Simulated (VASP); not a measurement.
The system is TlAgI2.

```
Tl I Ag
1.0
    -4.11364    4.11364    3.77824
     4.11364   -4.11364    3.77824
     4.11364    4.11364   -3.77824
Tl I Ag
2 4 2
Direct
  0.75000 0.75000 0.00000
  0.25000 0.25000 0.00000
  0.81800 0.68200 0.50000
  0.31800 0.81800 0.13600
  0.18200 0.31800 0.50000
  0.68200 0.18200 0.86400
  0.75000 0.25000 0.50000
  0.25000 0.75000 0.50000
```

The cell isn't the ideal one: volume scaled by 0.96.

* Program: VASP 6.6.1
* Task: relaxation of cell and atoms
* Functional: RPBE
* Potentials or basis: VASP PAW PBE potentials, release 64 (Tl_d_GW, I_GW, Ag_sv_GW)
* Cutoff: 680 eV
* k mesh: 5 × 5 × 5
* Occupations: gaussian, width 0.05 eV
* Spin: no spin polarisation

At the start: pressure 4.5 GPa; volume 31.97 Å³/atom.

Question: How do energy, volume and symmetry change on relaxing?

Answer: Over 11 steps the energy falls by 81.2 meV/atom and the volume is 39.49 Å³/atom (+23.5 %); space group I4/mcm (No. 140, to 0.05 Å).

Step by step:
| step | energy change (eV) | largest force (eV/Å) | pressure (GPa) | volume (Å³) |
| --- | --- | --- | --- | --- |
| 1 | 0.0000 | 0.1995 | 4.53 | 255.74 |
| 2 | -0.5329 | 0.2223 | 0.80 | 290.66 |
| 3 | -0.5576 | 0.3246 | -0.08 | 304.27 |
| 4 | -0.5586 | 0.3101 | 0.05 | 302.08 |
| 5 | -0.5777 | 0.2774 | 0.03 | 303.50 |
| 6 | -0.6217 | 0.1752 | 0.02 | 307.77 |
| 7 | -0.6462 | 0.0568 | 0.10 | 316.40 |
| 8 | -0.6484 | 0.0023 | 0.07 | 314.43 |
| 9 | -0.6495 | 0.0149 | -0.06 | 316.78 |
| 10 | -0.6496 | 0.0134 | -0.04 | 316.56 |
| 11 | -0.6500 | 0.0028 | -0.01 | 315.88 |

Final structure:
```yaml
crystal:
  lattice:
    - [-4.41329, 4.41329, 4.05456]
    - [4.41329, -4.41329, 4.05456]
    - [4.41329, 4.41329, -4.05456]
  atoms:
    - { symbol: Tl, position: [0.75000, 0.75000, 0.00000] }
    - { symbol: Tl, position: [0.25000, 0.25000, 0.00000] }
    - { symbol: I, position: [0.82828, 0.67172, 0.50000] }
    - { symbol: I, position: [0.32828, 0.82828, 0.15656] }
    - { symbol: I, position: [0.17172, 0.32828, 0.50000] }
    - { symbol: I, position: [0.67172, 0.17172, 0.84344] }
    - { symbol: Ag, position: [0.75000, 0.25000, 0.50000] }
    - { symbol: Ag, position: [0.25000, 0.75000, 0.50000] }
```

Caveat: the PAW data sets were made with another functional, which shifts forces and pressure a little.
